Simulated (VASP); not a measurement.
CdTe (zinc blende):

```
CdTe
1.0
    0.00000     3.24000     3.24000
    3.24000     0.00000     3.24000
    3.24000     3.24000     0.00000
Cd Te
1 1
Direct
  0.00000   0.00000   0.00000
  0.25000   0.25000   0.25000
```

The lowest empty band near Γ, direction [111], from mBJ (TB09) with spin-orbit coupling in VASP (PAW); its two spin partners are averaged. The gap over the points computed is 1.56 eV, and the next band on that side lies 3.15 eV away at the edge.

Numerical set-up: 400 eV cut-off, 8×8×8 Γ-centred mesh, Gaussian smearing of 0.050 eV, potentials Cd Te.

| distance from the edge in k (1/Å) | distance in energy (meV) |
|---|---|
| 0.012 | 4.0 |
| 0.018 | 9.0 |
| 0.025 | 17.2 |
| 0.035 | 33.4 |
| 0.050 | 66.3 |
| 0.070 | 123.9 |

Task: Fit E(1 + αE) = ħ²k²/2m* (ħ²/2m0 = 3.810 eV Å²) and predict the row at 0.095 1/Å.

Result: Least squares on the energies gives the electron mass m* = 0.136 m0 and α = 0.88 per eV, and so 213.1 meV. The run gave 211.9 meV, -1.2 meV from the fit.

Left out are points under 3 meV from the edge, since the levels carry 0.1 meV, and points farther than half the way to the next band.

The compound is CdTe in the zinc blende structure. The cell was not relaxed at this level.
